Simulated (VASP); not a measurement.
```
Ni
1.0
    0.00000     1.73957     1.73957
    1.73957     0.00000     1.73957
    1.73957     1.73957     0.00000
Ni
1
Direct
  0.00000   0.00000   0.00000
```
Starting moments (μB, in the order of the record's atoms Ni): 0.6.

Computed with RPBE GGA, VASP's PBE PAW potentials (set 64) (plane waves; VASP). Numerical set-up: 520 eV cut-off, 18×18×18 Γ-centred mesh, first-order Methfessel-Paxton smearing of 0.10 eV, potentials Ni.

Q: Estimate the cell moment, energy per atom (σ→0), pressure, band gap (on the k-mesh) with the smallest direct gap where there is one.

A: 
| Property | Value |
|---|---|
| band gap (on the k-mesh) | none (metal, semimetal or under 0.01 eV) |
| cell moment | 0.62 μB |
| energy per atom (σ→0) | -4.928 eV/atom |
| pressure | 12.97 GPa |

Q: Give the moment on each site (PAW-sphere projection).

A: 
| site | moment (μB) |
|---|---|
| Ni1 | 0.62 |

Total energies compare only between runs with the same potentials, cut-off and functional.

The compound is Ni in the fcc structure. This cell is one point of a volume scan, at 0.94 of the reference volume.
